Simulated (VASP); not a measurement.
```yaml
crystal:
  lattice:
    - [0.00000, 2.44000, 2.44000]
    - [2.44000, 0.00000, 2.44000]
    - [2.44000, 2.44000, 0.00000]
  atoms:
    - { symbol: Y, position: [0.00000, 0.00000, 0.00000] }
    - { symbol: N, position: [0.50000, 0.50000, 0.50000] }
```

All values below come from PBE GGA, VASP's PBE PAW potentials (set 64) (plane waves; VASP). Numerical set-up: LASPH = .FALSE., 520 eV cut-off, 8×8×8 Γ-centred mesh, Gaussian smearing of 0.050 eV, potentials Y_sv N.

Problem. Give the stress tensor in GPa (positive for a compressed cell).

Solution. 
```
2.47  0.00  0.00
0.00  2.47  0.00
0.00  0.00  2.47
```
The pressure is its mean diagonal, 2.47 GPa.

The compound is YN in the rock salt structure. The cell was not relaxed at this level. The run is one of a series of settings (LASPH = .FALSE. against the base run), some of them coarse on purpose.
